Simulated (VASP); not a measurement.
VASP runs on WSi2 (MoSi2 type) share one base input (PBE GGA, plane waves, VASP's PBE PAW potentials (set 64)) and change the settings named in each case.

INCAR:
```
# general
SYSTEM =WSi2
PREC   =Accurate
ENCUT  =400
LREAL  =.False.   # projection in real space or not
LASPH  =.True.   # aspherical one-centre terms

# electronic loop
EDIFF  =1E-6   # SCF stop (eV)
NELM   =100
ALGO   =Normal   # blocked Davidson
LMAXMIX=6   # l cut-off of mixed one-centre charges

# smearing
ISMEAR =1   # Methfessel-Paxton
SIGMA  =0.1   # width (eV)

# functional
GGA    =PE   # PBE

# ions
ISIF   =2

# output
LWAVE  =.False.
LCHARG =.False.
```

### KPOINTS
```
K-points
0
gamma
  12 12 12
```

**POSCAR**
```
WSi2
1
   -1.6371000000     1.6371000000     3.9933000000
    1.6371000000    -1.6371000000     3.9933000000
    1.6371000000     1.6371000000    -3.9933000000
Si W
2 1
Direct
  0.6650000000   0.6650000000   0.0000000000
  0.3350000000   0.3350000000   0.0000000000
  0.0000000000   0.0000000000   0.0000000000
```

POTCAR, in this order: Si W_sv (PBE.64 set). Program: vasp_std.

```json
[
 {"change": "base run", "E(σ→0) (eV/atom)": "-8.2552", "pressure (GPa)": "-8.55", "largest force (eV/Å)": "0.023"},
 {"change": "ENCUT = 520, POTCAR Si_GW W_sv (PBE.64 set)", "E(σ→0) (eV/atom)": "-8.2541", "pressure (GPa)": "-8.41", "largest force (eV/Å)": "0.020"},
 {"change": "ENCUT = 800, POTCAR Si_sv_GW W_sv (PBE.64 set)", "E(σ→0) (eV/atom)": "-8.2537", "pressure (GPa)": "-9.15", "largest force (eV/Å)": "0.021"},
 {"change": "ENCUT = 520, POTCAR Si W (PBE.64 set)", "E(σ→0) (eV/atom)": "-8.2780", "pressure (GPa)": "-9.34", "largest force (eV/Å)": "0.039"},
 {"change": "ENCUT = 520", "E(σ→0) (eV/atom)": "-8.2554", "pressure (GPa)": "-8.52", "largest force (eV/Å)": "0.022"},
 {"change": "ENCUT = 800", "E(σ→0) (eV/atom)": "-8.2555", "pressure (GPa)": "-8.48", "largest force (eV/Å)": "0.022"}
]
```
 Energies of different potentials or functionals have different zeros. Unless said otherwise, spin-orbit coupling is left out, though it shifts the bands of the heavy elements here.

Left out are runs that ran out of time, are held back, or changed the cell or the kind of run, fixed moments of cells without a moment, rows past the twelfth, gaps on odd meshes, pressures of charged cells and columns that move by less than the noise.

The compound is WSi2 in the MoSi2 type structure. The cell was not relaxed at this level.
